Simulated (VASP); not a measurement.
# CO in VASP: further runs, part 2 of 2

VASP 6.6.1. Earlier steps stand in the parts before.

### Step 4. Single point, PBE+D3(BJ)

Contents of INCAR:

```
PREC = Accurate
ENCUT = 520
EDIFF = 1E-7
ISMEAR = -1
SIGMA = 0.02
LREAL = Auto
LASPH = T
NELM = 100
ALGO = Fast
ISIF = 2
LWAVE = F
LCHARG = F
GGA = PE
IVDW = 12
NBANDS = 54
```

Contents of KPOINTS:

```
Automatic mesh
0
Gamma
  1 1 1
```

Contents of POSCAR:

```
CO
1.0
    7.7417530000      0.0000000000      0.0000000000
    0.0000000000      7.7417530000      0.0000000000
    0.0000000000      0.0000000000      7.7417530000
O C
8 8
Direct
    0.2861496615      0.6254139082      0.0493428297
    1.1330379566      0.6974260222      0.6366645900
    0.1756966413     -0.0115994401      0.1469176296
    0.1302676539      0.2169534471      0.6526558003
    0.7795133738     -0.0457906627      0.3504761777
    0.7155743667     -0.0142603361      0.8024668315
    0.8201501650      0.7016240379      0.0905092167
    0.4773079172      0.6031062991      0.5362351395
    0.3963701761      0.6966122531     -0.0110181764
    1.1289820277      0.8271640803      0.6890041571
    0.2276874501      0.1261600570      0.1412599963
    0.0840765651      0.2892368176      0.7721507002
    0.8492779349      0.0566925863      0.4326151971
    0.6537279089      0.1198824091      0.7733519786
    0.8221522955      0.5620044969      0.0446023013
    0.5765231725      0.6201825349      0.4290113622
```

Potentials or basis: VASP PAW PBE potentials, release 64 (O, C).

Command:

```sh
$ cat potpaw_PBE.64/O/POTCAR potpaw_PBE.64/C/POTCAR > POTCAR
$ mpirun -np 1 vasp_gam > vasp.out
```

OUTCAR:

```text
PREC = Accurate
   ENCUT = 520
   EDIFF = 1E-7
   ISMEAR = -1
   LREAL = Auto
   LASPH = T
   NELM = 100
   ISIF = 2
   GGA = PE
   IVDW = 12
 IVDW          = 12

 ion  position               nearest neighbor table
   1  0.286  0.625  0.049-   9 1.12
   2  0.133  0.697  0.637-  10 1.08
   3  0.176  0.988  0.147-  11 1.14
   4  0.130  0.217  0.653-  12 1.14
   5  0.780  0.954  0.350-  13 1.15
   6  0.716  0.986  0.802-  14 1.17
[... 8 lines left out ...]
  15  0.822  0.562  0.045-   7 1.14
  16  0.577  0.620  0.429-   8 1.14

  LATTYP: Found a simple cubic cell.
 ALAT       =     7.7417530000

  Lattice vectors:

 A1 = (   7.7417530000,   0.0000000000,   0.0000000000)
 A2 = (   0.0000000000,   7.7417530000,   0.0000000000)
 A3 = (   0.0000000000,   0.0000000000,   7.7417530000)

Analysis of symmetry for initial positions (statically):
=====================================================================
 Subroutine PRICEL returns:
[... 180 lines left out ...]
 cond. band min:      -0.0724673060   @ k =   0.0000   0.0000   0.0000
 fundamental gap:      5.7025624333
 Fermi energy:        -5.2245366711

 k-point     1 :       0.0000    0.0000    0.0000
  band No.  band energies     occupation
      1     -27.5050      2.00000
      2     -26.8889      2.00000
      3     -26.6524      2.00000
      4     -26.6450      2.00000
      5     -26.4288      2.00000
      6     -26.3631      2.00000
[... 44 lines left out ...]
     51       0.8952      0.00000
     52       1.0639      0.00000
 [bands above 52 left out]

------------------------ aborting loop because EDIFF is reached ----------------------------------------

 Edisp (eV)   -0.72959

 E8    (eV) :    -0.1871

  FORCE on cell =-STRESS in cart. coord.  units (eV):
  Direction    XX          YY          ZZ          XY          YZ          ZX
  --------------------------------------------------------------------------------------
  -------------------------------------------------------------------------------------
  Total       2.03263     7.45240     2.67545     1.75273     3.06403    -2.30081
  in kB       7.01861    25.73290     9.23825     6.05212    10.58000    -7.94461
  external pressure =       14.00 kB  Pullay stress =        0.00 kB

 VOLUME and BASIS-vectors are now :
 -----------------------------------------------------------------------------
  energy-cutoff  :      520.00
  volume of cell :      464.00
      direct lattice vectors                 reciprocal lattice vectors
     7.741753000  0.000000000  0.000000000     0.129169711  0.000000000  0.000000000
     0.000000000  7.741753000  0.000000000     0.000000000  0.129169711  0.000000000
     0.000000000  0.000000000  7.741753000     0.000000000  0.000000000  0.129169711

 POSITION                                       TOTAL-FORCE (eV/Angst)
 -----------------------------------------------------------------------------------
      2.21530      4.84180      0.38200        -2.320448     -1.595665      1.310340
      1.02995      5.39930      4.92890         0.120482     -7.773666     -3.173392
      1.36020      7.65195      1.13740        -0.158792     -0.243683      0.048163
      1.00850      1.67960      5.05270         0.268168     -0.060590     -0.337927
      6.03480      7.38725      2.71330         0.406340      0.732223      0.552479
      5.53980      7.63135      6.21250        -0.991661      2.084539     -0.381956
[... 8 lines left out ...]
      6.36490      4.35090      0.34530        -0.028619     -0.531557     -0.149311
      4.46330      4.80130      3.32130         0.306255     -0.050891     -0.325659
 -----------------------------------------------------------------------------------
    total drift:                               -0.012123     -0.014745     -0.006654

  FREE ENERGIE OF THE ION-ELECTRON SYSTEM (eV)
  ---------------------------------------------------
  free  energy   TOTEN  =      -118.5668959170 eV

  energy  without entropy=     -118.5668959170  energy(sigma->0) =     -118.56689592
```

OSZICAR:

```text
N       E                     dE             d eps       ncg     rms          rms(c)
DAV:   1     0.704147494927E+03    0.70415E+03   -0.39934E+04   116   0.128E+03
DAV:   2    -0.408308100317E+02   -0.74498E+03   -0.71233E+03   152   0.303E+02
DAV:   3    -0.122743005616E+03   -0.81912E+02   -0.81353E+02   128   0.110E+02
[... 11 lines left out ...]
RMM:  15    -0.117837312579E+03    0.10345E-04   -0.39692E-05   142   0.219E-02    0.590E-03
RMM:  16    -0.117837310974E+03    0.16053E-05   -0.12406E-05   145   0.109E-02    0.278E-03
RMM:  17    -0.117837310893E+03    0.80709E-07   -0.25923E-06   144   0.501E-03    0.137E-03
RMM:  18    -0.117837310644E+03    0.24891E-06   -0.35951E-07   107   0.224E-03    0.525E-04
RMM:  19    -0.117837310661E+03   -0.17127E-07   -0.94679E-08    96   0.115E-03
   1 F= -.11856690E+03 E0= -.11856690E+03  d E =-.126903E-11
```

stdout:

```text
POSCAR found type information on POSCAR O C
 POSCAR found :  2 types and      16 ions
 scaLAPACK will be used
 LDA part: xc-table for (Slater+PW92), standard interpolation
 POSCAR, INCAR and KPOINTS ok, starting setup
 FFT: planning ... GRIDC
 FFT: planning ... GRID_SOFT
 FFT: planning ... GRID
 WAVECAR not read
 entering main loop
```

Run time: 53 s. Hardware: 1 thread of Intel Xeon Platinum 8259CL at 2.50GHz (Skylake/Cascade Lake), shared host; peak memory 0.46 GiB.

Results:

```
Free energy                : -118.5669 eV
Pressure                   : 1.4 GPa
Largest force              : 8.397 eV/Å
Band gap on the k mesh     : 5.70 eV, direct
Dispersion energy per atom : -0.046 eV
```

Forces on the atoms (eV/Å):
```
O   -2.320 -1.596  1.310
O    0.120 -7.774 -3.173
O   -0.159 -0.244  0.048
O    0.268 -0.061 -0.338
O    0.406  0.732  0.552
O   -0.992  2.085 -0.382
O    0.122  0.449  0.035
O   -0.278 -0.067  0.382
C    2.346  1.469 -1.294
C   -0.264  7.691  3.167
C    0.150  0.342 -0.001
C   -0.117  0.253  0.355
C   -0.474 -0.625 -0.690
C    0.913 -2.072  0.504
C   -0.029 -0.532 -0.149
C    0.306 -0.051 -0.326
```

Stress tensor (GPa, compression positive):
```
 0.70  0.61 -0.79
 0.61  2.57  1.06
-0.79  1.06  0.92
```

Caveat: the standard files for N, O and F lose accuracy on very short bonds.
